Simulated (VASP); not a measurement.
OSZICAR of a VASP run on HgTe (zinc blende):

OSZICAR:
```
       N       E                     dE             d eps       ncg     rms          rms(c)
DAV:   1     0.922116748932E+02    0.92212E+02   -0.71010E+03   910   0.966E+02
DAV:   2    -0.906777317191E+00   -0.93118E+02   -0.88881E+02  1055   0.244E+02
DAV:   3    -0.457250968895E+01   -0.36657E+01   -0.36553E+01  1070   0.506E+01
DAV:   4    -0.460757028877E+01   -0.35061E-01   -0.35058E-01  1282   0.461E+00
DAV:   5    -0.460771133410E+01   -0.14105E-03   -0.14104E-03  1080   0.230E-01    0.755E+00
DAV:   6    -0.438797215324E+01    0.21974E+00   -0.54521E-01  1040   0.110E+01    0.605E+00
DAV:   7    -0.437837006870E+01    0.96021E-02   -0.11019E-01  1015   0.262E+00    0.226E+00
DAV:   8    -0.437641300885E+01    0.19571E-02   -0.11021E-02   915   0.142E+00    0.628E-01
DAV:   9    -0.437616822672E+01    0.24478E-03   -0.83267E-04  1085   0.358E-01    0.127E-01
DAV:  10    -0.437617597079E+01   -0.77441E-05   -0.83582E-05  1042   0.964E-02    0.538E-02
DAV:  11    -0.437618286580E+01   -0.68950E-05   -0.23240E-05  1000   0.449E-02    0.298E-02
DAV:  12    -0.437618163990E+01    0.12259E-05   -0.40412E-06  1035   0.193E-02    0.148E-02
DAV:  13    -0.437618162807E+01    0.11828E-07   -0.26288E-07   490   0.393E-03
   1 F= -.43761816E+01 E0= -.43762716E+01  d E =-.437618E+01
```

Task: Which electronic solver shows in the log?

Result: It is blocked Davidson (ALGO = Normal, or the opening steps of other solvers). The INCAR had ALGO = Normal.

Task: Can the final energy be trusted as converged?

Result: The calculation finished and met its thresholds. It stopped with EDIFF = 1E-6, NELM = 100, NSW = 60 and EDIFFG = -0.01 after 1 ionic step (PBEsol GGA, plane waves, VASP's PBE PAW potentials (set 64)).

The compound is HgTe in the zinc blende structure. It was relaxed first. The start is the result of an earlier pass.
